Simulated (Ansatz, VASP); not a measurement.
# ZnCdSO in two plane-wave programs, part 2 of 2

Wanted: the spread between two codes on one cell, functional and k mesh. The cell is invented: As first built, before any earlier steps moved the atoms (in the runner's words): it takes the ZnCdSeS structure with some of its atoms replaced by other elements, volume scaled by an estimate. It may not be a known or stable phase. The cell is taken from a series of VASP runs on this material, whose earlier steps may have relaxed, scaled or displaced it; both programs get it as it stands. Other levels of theory on this material are compared in a session of their own.

VASP 6.6.1 and Ansatz 0.2.0.

So far. Step 2 (VASP: band structure, r2SCAN): The run ends at a pressure of -0.05 GPa, with forces up to 0.0078 eV/Å.

## (3) Ansatz: band structure, r2SCAN

Level of this step: Ansatz beside VASP: Kohn-Sham DFT, plane waves, r2SCAN (Ansatz).

Ansatz runs on its default PAW (the set named soft_2) files.

The same cell, functional, mesh and smearing now go to Ansatz, which takes its cutoff from its data sets.

File input.yaml:

```yaml
crystal:
  lattice:
    - [3.7355713009, 0.0, 0.0]
    - [-1.8677856505, 3.2350998977, 0.0]
    - [0.0, 0.0, 5.9552773176]
  atoms:
    - { symbol: Cd, position: [0.0, 0.0, 0.4654295487] }
    - { symbol: Zn, position: [0.33333333, 0.66666667, 0.0314759406] }
    - { symbol: S, position: [0.0, 0.0, 0.8949359676] }
    - { symbol: O, position: [0.33333333, 0.66666667, 0.3601585432] }
hamiltonian:
  xc: r2scan
  pseudopotentials: { kind: paw }
kpoints:
  mp_grid: { grid: [7, 7, 4] }
  band_path:
    path:
      - [0.0, 0.0, 0.0]
      - [0.13333, 0.0, 0.0]
      - [0.3, 0.0, 0.0]
      - [0.46667, 0.0, 0.0]
      - [0.46667, 0.06667, 0.0]
      - [0.41111, 0.17778, 0.0]
      - [0.35556, 0.28889, 0.0]
      - [0.28889, 0.28889, 0.0]
      - [0.17778, 0.17778, 0.0]
      - [0.06667, 0.06667, 0.0]
      - [0.0, 0.0, 0.03333]
      - [0.0, 0.0, 0.2]
      - [0.0, 0.0, 0.36667]
      - [0.0, 0.0, 0.5]
      - [0.16667, 0.0, 0.5]
      - [0.3, 0.0, 0.5]
      - [0.46667, 0.0, 0.5]
      - [0.46667, 0.06667, 0.5]
      - [0.41111, 0.17778, 0.5]
      - [0.35556, 0.28889, 0.5]
      - [0.28889, 0.28889, 0.5]
      - [0.17778, 0.17778, 0.5]
      - [0.06667, 0.06667, 0.5]
      - [0.5, 0.0, 0.46667]
      - [0.5, 0.0, 0.3]
      - [0.5, 0.0, 0.13333]
      - [0.33333, 0.33333, 0.0]
      - [0.33333, 0.33333, 0.16667]
      - [0.33333, 0.33333, 0.33333]
      - [0.33333, 0.33333, 0.5]
    npoints: 1
scf:
  occupations: { method: gaussian, width: 0.05 }
  n_extra_bands: 8
output:
  forces: true
  stress: true
  eigenvalues: true
  write_density: true
  write_potential: true
  elf: true
  volumetric_format: npy
```

On the command line:

```sh
$ ansatz run input.yaml --threads 2 --pin off --max-ram 4608MiB --backend cpu --events-out ev --progress --plain --runs-dir out
```

Numbers of over 12 decimals in the logs are rounded to 6 here.

What it wrote:

```text
scf.n_extra_bands = 8 over 22 filled bands (N_el = 44.0): the run solves 30 bands
Engine: ansatz 0.2.0, x86_64-unknown-linux-gnu
Pseudopotentials: kind: paw
Pseudopotential: Cd, paw, valence charge 20, recommended cutoff 500 eV (meta_gga), Cd.paw.azcp
Pseudopotential: Zn, paw, valence charge 12, recommended cutoff 500 eV (meta_gga), Zn.paw.azcp
Pseudopotential: S, paw, valence charge 6, recommended cutoff 500 eV (meta_gga), S.paw.azcp
Pseudopotential: O, paw, valence charge 6, recommended cutoff 500 eV (meta_gga), O.paw.azcp
Functional definition: r2SCAN
  parameter k0 = 0.174
  parameter k1 = 0.065
  parameter a1 = 4.9479
  exchange = r2scan_x(k0 = k0, k1 = k1, a1 = a1)
  correlation = r2scan_c
Crystal: 4 atoms, lattice volume = 71.969 Å³
Basis set: ecut = 500 eV, 1797 PW (Γ), exchange–correlation on 120×120×180 points (64 copies of the dense FFT grid, shifted against one another)
Bands: 30, of which v1, the nominal top of the filled ones, is band 22 counted from 1 (21 counted from 0)
Symmetry: 6 space group operations
Space group: P3m1 (ITA 156), of the structure as read, at distance tolerance 4.2e-5 Å
k-points: 28 of 196 (time reversal used)
Non-local potential: Cd, projectors of the file, l = 0: 3, l = 1: 2, l = 2: 2, l = 3: 1
Non-local potential: Zn, projectors of the file, l = 0: 2, l = 1: 2, l = 2: 3, l = 3: 1
Non-local potential: S, projectors of the file, l = 0: 2, l = 1: 2, l = 2: 2
Non-local potential: O, projectors of the file, l = 0: 2, l = 1: 2, l = 2: 1
PAW form: soft (Blöchl's): semilocal exchange-correlation on the pseudo side does not see the compensation charge
PAW frozen core: Cd, regenerated for the run's functional (the file was generated under x = pbe(κ = 0.804, μ = 0.219515), c = pbe(β = 0.066725))
PAW frozen core: Zn, regenerated for the run's functional (the file was generated under x = pbe(κ = 0.804, μ = 0.219515), c = pbe(β = 0.066725))
PAW frozen core: S, regenerated for the run's functional (the file was generated under x = pbe(κ = 0.804, μ = 0.219515), c = pbe(β = 0.066725))
PAW frozen core: O, regenerated for the run's functional (the file was generated under x = pbe(κ = 0.804, μ = 0.219515), c = pbe(β = 0.066725))
PAW one-centre angular grid: Cd, 590 points (default); XC on 160 Gauss nodes
PAW one-centre angular grid: Zn, 590 points (default); XC on 261 of its mesh's 2673 points in the sphere
PAW one-centre angular grid: S, 302 points (default); XC on 160 Gauss nodes
PAW one-centre angular grid: O, 302 points (default); XC on 160 Gauss nodes
Initial density: superposition of atomic densities (neutral atoms: chi_scale 0, normalization atom), corrected by the library's trained network
Initial wavefunctions: pseudopotential atomic-orbital guess
Functional: x = r2scan, c = r2scan; τ floored in thin density (d = 2e-4 eV/Å³)
SCF iter   1: F=—  HF=-13070.070141 eV  |F-HF|=—  |Δ(HF+E_count)|=         —  Δρ=1.42e-2  dr2=9.33e-2  dr2_τ=6.65e-2  ethr=1.77e-3  ⟨swp⟩=5.8  Hψ=3691  notcnv=0  defer=16
preconditioner: auto → Resta (q_TF=auto, 2.513 Å⁻¹)  ε∞=4.5  [insulator: Δε(μ)=0.657 eV  Ē_g=14.130 eV  σ=0.050 eV  W_gap=1.00  n_scr=22 (ndim 8)  ℏωp=26.3 eV  f_vac=0.091  D(μ)=0.00/eV (n_scr^D=0)  ε∞_Penn≈4.5]
SCF iter   2: F=—  HF=-13070.087798 eV  |F-HF|=—  |Δ(HF+E_count)|=   1.77e-2  Δρ=4.21e-3  dr2=6.43e-3  dr2_τ=1.97e-3  ethr=2.12e-4  ⟨swp⟩=2.0  Hψ=1725  notcnv=0  defer=67
SCF iter   3: F=—  HF=-13070.086376 eV  |F-HF|=—  |Δ(HF+E_count)|=   1.42e-3  Δρ=3.40e-3  dr2=4.55e-3  dr2_τ=2.85e-4  ethr=1.46e-5  ⟨swp⟩=2.0  Hψ=1247  notcnv=0  defer=67
SCF iter   4: F=—  HF=-13070.086313 eV  |F-HF|=—  |Δ(HF+E_count)|=   6.27e-5  Δρ=1.33e-3  dr2=1.33e-3  dr2_τ=8.94e-5  ethr=1.03e-5  ⟨swp⟩=2.0  Hψ=911  notcnv=0  defer=67
SCF iter   5: F=—  HF=-13070.086140 eV  |F-HF|=—  |Δ(HF+E_count)|=   1.73e-4  Δρ=3.04e-4  dr2=8.10e-5  dr2_τ=6.93e-6  ethr=3.03e-6  ⟨swp⟩=2.0  Hψ=1161  notcnv=0  defer=67
SCF iter   6: F=—  HF=-13070.086174 eV  |F-HF|=—  |Δ(HF+E_count)|=   3.44e-5  Δρ=1.27e-4  dr2=1.87e-5  dr2_τ=8.57e-7  ethr=1.84e-7  ⟨swp⟩=2.5  Hψ=1478  notcnv=0  defer=67
SCF iter   7: F=—  HF=-13070.086174 eV  |F-HF|=—  |Δ(HF+E_count)|=   7.48e-7  Δρ=3.50e-5  dr2=1.04e-6  dr2_τ=2.23e-8  ethr=4.25e-8  ⟨swp⟩=2.6  Hψ=1172  notcnv=0  defer=67
SCF iter   8: F=—  HF=-13070.086174 eV  |F-HF|=—  |Δ(HF+E_count)|=   1.36e-7  Δρ=1.42e-5  dr2=1.75e-7  dr2_τ=6.28e-9  ethr=2.37e-9  ⟨swp⟩=2.1  Hψ=1284  notcnv=0  defer=67
SCF iter   9: F=-13070.086174 eV  HF=-13070.086174 eV  |F-HF|=5.50e-9  |Δ(HF+E_count)|=   2.10e-8  Δρ=4.67e-6  dr2=1.85e-8  dr2_τ=7.35e-10  ethr=2.27e-10  ⟨swp⟩=12.3  Hψ=5707  notcnv=0
SCF 1 converged in 9 iterations: F = -13070.086174 eV  dr2 = 1.85e-8
  greatest PAW one-centre occupation: 1.002 electrons in one spin orbital (limit 2), on the Cd atom at site 0 (counted from 0), in its partial waves of l = 1
NSCF: frozen V_eff on 30 k-points
SCF converged after 9 iterations
Free energy (F): -13070.086174 eV
Harris-Foulkes:  -13070.086174 eV  (|F-HF|=5.50e-9)
Internal energy: -13070.086174 eV  (E = F + TS)
E sigma→0 (E₀):  -13070.086174 eV
Fermi energy:    7.458003 eV
--- Per-component energies (eV) ---
  E_band       = -499.774142
  E_kinetic    = 918.034084
  E_local      = -6150.591872  (includes V_loc(G=0)·N_el)
  E_nonlocal   = 731.220237
  E_hartree    = 2742.803615
  E_xc         = -456.815499
  E_vxc        = -498.667995  (∫ρ·V_xc dr)
  E_paw        = -6727.561257  (= ΣΔE_a)
  E_vpaw       = -1016.702473  (= ΣTr[D̂ρ^β])
  E_aug_tail   = 0.000918  (compensation charges beyond the density's cutoff)
  E_vtau       = 31.323923  (kinetic-family band-sum trace: ∫τ·v_τ [+ j·A + Jᵃ·Aᵃ] dr)
  E_ewald      = -4126.287303
  E_core_change = -0.889097  (= ΣΔE_core)
  E_smearing   = -0.000000  (= −TS)
  E_closure    = 0.000000  (closes the sum)
  Σ components = -13070.086174   (vs F -13070.086174, Δ=0.00e0)
--- Forces (eV/Å), atoms counted from 1 ---
  atom   1  Cd     0.00000000    -0.00000000    -0.03624075
  atom   2  Zn     0.00000000     0.00000000     0.03623265
  atom   3  S      0.00000000    -0.00000000    -0.01053227
  atom   4  O     -0.00000000    -0.00000000     0.01071896
  max |Σ_I F_I| component: 1.79e-4 eV/Å
--- Stress (GPa, compression-positive) ---
       -0.511011      -0.000000       0.000000
       -0.000000      -0.511011       0.000000
        0.000000       0.000000      -0.632595
  P = ⅓ Tr σ = -0.5515 GPa (-5.515 kbar)
--- Band table (eV; the first three rows and the last of 28) ---
  k-point 0: bands = [... 18 lower, 5.8608, 6.6405, 7.1488, 7.1488, 7.7645, 11.5522, 14.9814, 14.9814, ... 4 higher]
  k-point 1: bands = [... 18 lower, 5.9174, 5.9174, 7.0969, 7.0969, 8.9212, 11.5518, 14.3486, 14.9759, ... 4 higher]
  k-point 2: bands = [... 18 lower, 5.9798, 5.9798, 7.0392, 7.0392, 10.0744, 11.4422, 13.0940, 14.9765, ... 4 higher]
  k-point 27: bands = [... 18 lower, 4.1107, 4.7361, 5.3639, 6.1252, 12.0139, 13.3137, 13.3970, 14.3966, ... 4 higher]
```

The job ended after 4.9 s (2 threads of AMD EPYC 9R45, shared host; peak memory 0.59 GiB; 8.8 s of CPU time).

The column dr2 measures how far the density is from self-consistency, as an energy; F and HF (Harris–Foulkes) agree once it is small.

## (4) Comparison

Known differences besides the potentials themselves: VASP keeps PBE cores, Ansatz makes them for the functional; the data sets hold 44 valence electrons in Ansatz (default PAW (the set named soft_2) files) and 36 in VASP; the cutoff is 500 eV in Ansatz and 520 eV in VASP. Total energies have different zeros and are not compared.

Both answers:

```csv
quantity,Ansatz,VASP,difference
pressure (GPa),-0.55,-0.05,-0.51
pressure without Ansatz's Pulay correction (GPa),-0.62,-0.05,-0.57
gap over the path points (eV),0.616,0.620,-0.004
```

Levels at points of the path, from each program's valence-band top (eV; 4 filled, then empty):

```csv
k (reciprocal lattice),Ansatz,VASP
0.000 0.000 0.000,-1.29 -0.51 0.00 0.00 0.62 4.40 7.83,-1.27 -0.50 0.00 0.00 0.62 4.41 7.86
0.133 0.000 0.000,-1.48 -0.97 -0.60 -0.18 1.40 5.19 7.34,-1.46 -0.97 -0.59 -0.18 1.41 5.20 7.36
0.300 0.000 0.000,-2.46 -2.03 -1.05 -0.65 2.98 5.32 6.61,-2.46 -2.02 -1.05 -0.65 3.00 5.32 6.63
0.467 0.000 0.000,-3.01 -2.42 -1.62 -0.94 4.40 4.90 5.78,-3.01 -2.41 -1.62 -0.94 4.41 4.90 5.78
0.467 0.067 0.000,-3.00 -2.51 -1.67 -1.06 4.57 5.08 5.77,-3.00 -2.50 -1.67 -1.06 4.58 5.08 5.77
0.411 0.178 0.000,-3.17 -2.64 -1.81 -1.53 4.94 5.70 6.31,-3.16 -2.64 -1.81 -1.52 4.95 5.70 6.32
0.356 0.289 0.000,-3.35 -2.37 -2.07 -1.89 5.29 5.70 7.00,-3.35 -2.37 -2.07 -1.89 5.30 5.70 7.02
0.289 0.289 0.000,-3.27 -2.57 -1.90 -1.79 5.08 5.78 7.02,-3.26 -2.57 -1.89 -1.79 5.09 5.78 7.04
0.178 0.178 0.000,-2.79 -2.12 -1.10 -0.93 3.15 6.40 6.81,-2.79 -2.11 -1.10 -0.93 3.16 6.42 6.82
0.067 0.067 0.000,-1.45 -0.77 -0.57 -0.15 1.25 5.06 7.43,-1.44 -0.77 -0.57 -0.15 1.26 5.06 7.45
```

At this near-relaxed geometry the largest component of a force difference is 36 meV/Å. Among the levels compared at these points, filled levels agree within 17 meV and empty ones within 28 meV. Ansatz's pressure holds a Pulay correction of 0.06 GPa; VASP's holds none.

## (5) Other set-ups

Further runs change the set-up of one program: Ansatz's method, potentials or start, or VASP's data sets, cutoff or form of LDA. The table gives Ansatz less VASP for each quantity, since a change that brings one quantity closer may part another.

```csv
run,r.m.s. force difference (meV/Å),pressure (GPa),gap over the path points (eV),pressure without Ansatz's Pulay correction (GPa)
as above,15,-0.51,-0.0038,-0.57
cores kept as stored,14,-0.53,-0.0018,-0.60
Ansatz's larger PAW set (cutoff 900 eV),15,-0.48,-0.0017,
norm-conserving potentials (cutoff 1306 eV),16,-0.49,0.0085,
```

## (6) What came out

| Quantity | Value |
| --- | --- |
| r.m.s. force difference (band structure, r2SCAN) | 15 meV/Å |
| difference in pressure (band structure, r2SCAN) | -0.51 GPa |

**Reading.** The r.m.s. force difference is 15 meV/Å (band structure, r2SCAN), beyond the 12 meV/Å picked in this series as the mark of a large difference. Band structure, r2SCAN, cores kept as stored: the difference in gap over the path points goes from -0.0038 to -0.0018 eV. Band structure, r2SCAN, Ansatz's larger PAW set (cutoff 900 eV): the difference in gap over the path points goes from -0.0038 to -0.0017 eV. Band structure, r2SCAN, norm-conserving potentials (cutoff 1306 eV): the difference in gap over the path points goes from -0.0038 to 0.0085 eV. 12 further runs of this series are not shown here. How closely two codes agree says nothing of how well the functional describes the real material.

[Lines on the potential files, build, host, timing and source positions are cut from VASP's logs without a mark.]

[Logs are printed without paths, hosts, clocks, repeated set-up lines and the standing remarks that a program may print on its own settings, such as how far it seeks lower states.]

[Hosts, paths, dates, database ids (printed as entryN), source tags and the programs' standing remarks are cut or masked in the printed files.]
